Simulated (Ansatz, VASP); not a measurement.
GaGe3: VASP beside Ansatz

```
Ga Ge
1.0
     4.27847    0.00000    0.00000
     0.00000    4.27847    0.00000
     0.00000    0.00000    4.27847
Ga Ge
1 3
Direct
  0.00000 0.00000 0.00000
  0.00000 0.50000 0.50000
  0.50000 0.00000 0.50000
  0.50000 0.50000 0.01169
```

The cell comes from a database or a generator and needn't be the stable form of this composition.

Alike in both runs: task single point; functional PBE; k mesh 6 × 6 × 6; occupations fermi-dirac, width 0.15 eV; no spin polarisation.

|  | VASP | Ansatz |
| --- | --- | --- |
| version | VASP 6.6.1 | Ansatz 0.2.0 |
| potentials or method | VASP PAW PBE potentials, release 64 (Ga_d, Ge_d) | plane waves, PAW |
| plane-wave cutoff (eV) | 520 | 470 |
| valence electrons in the cell | 55 | 55 |

|  | VASP | Ansatz | Ansatz less VASP |
| --- | --- | --- | --- |
| rms of the force components (eV/Å) | 0.019 | 0.018 | -0.0004 |

Atom by atom the forces differ by 0.001 eV/Å (rms over components).
